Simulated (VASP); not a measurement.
Data:

```xyz
4
Lattice="4.4644 2.2010 2.2010 2.2010 4.4644 2.2010 2.2010 2.2010 4.4644" Properties=species:S:1:pos:R:3 pbc="T T T"
Mn     0.0000     0.0000     0.0000
Mn     4.4332     4.4332     4.4332
O      2.2166     2.2166     2.2166
O      6.6497     6.6497     6.6497
```
Starting moments (μB, in the order of the record's atoms Mn Mn O O): 4.6 -4.6 0.0 0.0.

Computed with PBE GGA + U (Dudarev), VASP's PBE PAW potentials (set 64) (plane waves; VASP 6.6.1). Settings: 520 eV cut-off, Gaussian smearing of 0.050 eV, potentials Mn_pv O, U − J: Mn 3.90 eV.

Question: Give the spin-up energies of bands 9 to 22 at the high-symmetry points, in eV from the valence-band maximum.

Answer: 
```
band      Γ      T     H2      L     S0      F
----  -----  -----  -----  -----  -----  -----
9     -6.00  -4.86  -5.13  -5.45  -5.18  -6.04
10    -4.49  -4.33  -4.96  -4.70  -4.82  -4.72
11    -4.49  -4.33  -4.60  -4.68  -4.71  -4.39
12    -2.84  -3.78  -4.37  -4.38  -4.27  -4.26
13    -2.84  -2.83  -3.88  -3.31  -3.98  -3.12
14    -2.31  -2.83  -3.40  -2.84  -3.43  -2.66
15    -1.63  -2.27  -2.35  -2.73  -2.36  -2.52
16    -1.63  -2.27  -1.93  -2.36  -1.96  -2.37
17    -1.51  -2.09  -1.93  -1.82  -1.87  -2.00
18    -0.57   0.00  -0.62  -0.56  -0.62  -0.36
19    -0.57   0.00  -0.41  -0.26  -0.45  -0.28
20     1.66   3.84   4.81   3.68   4.82   3.89
21     4.74   4.04   4.84   5.33   4.94   5.52
22     4.80   4.74   5.20   5.65   5.09   5.58
```

Question: Give the spin-down energies of bands 9 to 22 at the high-symmetry points, in eV from the valence-band maximum.

Answer: 
```
band      Γ      T     H2      L     S0      F
----  -----  -----  -----  -----  -----  -----
9     -6.00  -4.86  -5.13  -5.45  -5.18  -6.04
10    -4.49  -4.33  -4.96  -4.70  -4.82  -4.72
11    -4.49  -4.33  -4.60  -4.68  -4.71  -4.39
12    -2.84  -3.78  -4.37  -4.38  -4.27  -4.26
13    -2.84  -2.83  -3.88  -3.31  -3.98  -3.12
14    -2.31  -2.83  -3.40  -2.84  -3.43  -2.66
15    -1.63  -2.27  -2.35  -2.73  -2.36  -2.52
16    -1.63  -2.27  -1.93  -2.36  -1.96  -2.37
17    -1.51  -2.09  -1.93  -1.82  -1.87  -2.00
18    -0.57   0.00  -0.62  -0.56  -0.62  -0.36
19    -0.57   0.00  -0.41  -0.26  -0.45  -0.28
20     1.66   3.84   4.81   3.68   4.82   3.89
21     4.74   4.04   4.84   5.33   4.94   5.52
22     4.80   4.74   5.20   5.65   5.09   5.58
```

The gap is indirect, 1.66 eV, from the valence maximum at T to the conduction minimum at Γ.

Measured: gap 3.90 eV (computed value off by -2.24 eV), as given by David Koller et al., Journal of Physics Condensed Matter (2013), arXiv:1304.4470.

The compound is MnO in the rock salt, AFM-II order structure. It was relaxed first.
